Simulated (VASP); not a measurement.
Elastic constants (GPa) of a crystal from PBEsol GGA, VASP's PBE PAW potentials (set 64) (VASP):

|  | xx | yy | zz | yz | xz | xy |
|---|---|---|---|---|---|---|
| xx | 654.1 | 259.5 | 259.5 | 0.0 | 0.0 | 0.0 |
| yy | 259.5 | 654.1 | 259.5 | 0.0 | 0.0 | 0.0 |
| zz | 259.5 | 259.5 | 654.1 | 0.0 | 0.0 | 0.0 |
| yz | 0.0 | 0.0 | 0.0 | 271.6 | 0.0 | 0.0 |
| xz | 0.0 | 0.0 | 0.0 | 0.0 | 271.6 | 0.0 |
| xy | 0.0 | 0.0 | 0.0 | 0.0 | 0.0 | 271.6 |

Finite-difference elastic constants of metals are sensitive to mesh and smearing; shear constants can be off by tens of GPa.

### Question
Work out the Voigt, Reuss and Hill moduli, Young's modulus and Poisson's ratio.

### Answer
All eigenvalues are positive (smallest 271.6 GPa), so the crystal is stable. K_V = (C11+C22+C33+2(C12+C13+C23))/9 = (1962.3 + 2×778.5)/9 = 391.0 GPa; G_V = (1962.3 − 778.5 + 3×814.8)/15 = 241.9 GPa. From the compliances, K_R = 391.0 GPa and G_R = 236.0 GPa. Hill: K = 391.0 GPa, G = 239.0 GPa, E = 9KG/(3K+G) = 595.6 GPa, ν = (3K−2G)/(2(3K+G)) = 0.246. K/G = 1.64, below Pugh's 1.75; universal anisotropy A^U = 0.12.

### Question
With a density of 22.67 g/cm³, what are the mean sound speeds?

### Answer
v_l = √((K+4G/3)/ρ) = 5.60 km/s and v_t = √(G/ρ) = 3.25 km/s. The crystal is Ir (fcc), cubic.

The compound is Ir in the fcc structure. It was relaxed first.
